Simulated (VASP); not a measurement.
```
SrCl2
1.0
    0.00000     3.54806     3.54806
    3.54806     0.00000     3.54806
    3.54806     3.54806     0.00000
Sr Cl
1 2
Direct
  0.00000   0.00000   0.00000
  0.25000   0.25000   0.25000
  0.75000   0.75000   0.75000
```

All values below come from r2SCAN+rVV10, VASP's PBE PAW potentials (set 64) (plane waves; VASP 6.6.1). Run with 520 eV cut-off, 6×6×6 Γ-centred mesh, Gaussian smearing of 0.050 eV, potentials Sr_sv Cl.

Question: Give the stress tensor in GPa (positive for a compressed cell).

Answer: 
```
-2.04   0.00   0.00
 0.00  -2.04   0.00
 0.00   0.00  -2.04
```
The pressure is its mean diagonal, -2.04 GPa.

The compound is SrCl2 in the fluorite structure. This cell is one point of a volume scan, at 1.06 of the reference volume.
